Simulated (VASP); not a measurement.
Al2SiF2:

```
CELL_PARAMETERS angstrom
-1.67500 1.67500 6.30000
1.67500 -1.67500 6.30000
1.67500 1.67500 -6.30000
ATOMIC_POSITIONS crystal
Al 0.35800 0.85800 0.50000
Al 0.14200 0.64200 0.50000
Si 0.00000 0.00000 0.00000
F 0.31100 0.31100 0.00000
F 0.68900 0.68900 0.00000
```

The cell was built by a generator and needn't be a form met in nature.

| Item | Value |
| --- | --- |
| Program | VASP 6.6.1 |
| Task | relaxation of cell and atoms |
| Functional | PBE |
| Potentials or basis | VASP PAW PBE potentials, release 64 (Al, Si, F) |
| Cutoff | 520 eV |
| k mesh | 6 × 6 × 6 |
| Occupations | gaussian, width 0.15 eV |
| Spin | no spin polarisation |

At the start: pressure 16.3 GPa; volume 14.14 Å³/atom.

Problem. Where does the relaxation end?

Solution. Over 18 steps the energy falls by 223.1 meV/atom and the volume is 17.16 Å³/atom (+21.4 %); space group I-4m2 (No. 119, to 0.05 Å).

The path:
```csv
step,energy change (eV),largest force (eV/Å),pressure (GPa),volume (Å³)
1,0.0000,2.3664,16.31,70.70
2,-0.8550,1.0187,-3.83,86.46
3,-0.8642,1.1084,-2.50,84.67
4,-1.0194,0.5766,-0.77,83.17
5,-1.0447,0.3354,-0.23,82.49
6,-1.0453,0.3536,0.14,82.35
7,-1.0591,0.3022,0.25,82.42
8,-1.0886,0.1335,0.89,82.64
9,-1.0914,0.2358,2.33,83.07
10,-1.0996,0.1527,1.84,82.89
11,-1.1072,0.1624,0.98,83.79
12,-1.1121,0.1789,0.16,85.03
13,-1.1124,0.1881,-0.09,85.57
14,-1.1097,0.2049,-0.90,86.67
15,-1.1121,0.1896,-0.49,85.82
16,-1.1123,0.1888,-0.31,85.67
17,-1.1142,0.1172,-0.32,85.71
18,-1.1157,0.0210,-0.21,85.80
```

Final structure:
```
CELL_PARAMETERS angstrom
-1.79473 1.79473 6.65961
1.79473 -1.79473 6.65961
1.79473 1.79473 -6.65961
ATOMIC_POSITIONS crystal
Al 0.37954 0.87954 0.50000
Al 0.12046 0.62046 0.50000
Si 0.00000 0.00000 0.00000
F 0.32454 0.32454 0.00000
F 0.67546 0.67546 0.00000
```

Caveat: the k mesh is coarse (spacing up to 0.44 Å⁻¹), so the values aren't converged; the volume moved by over 15 % at a fixed basis, so the end points are rough.
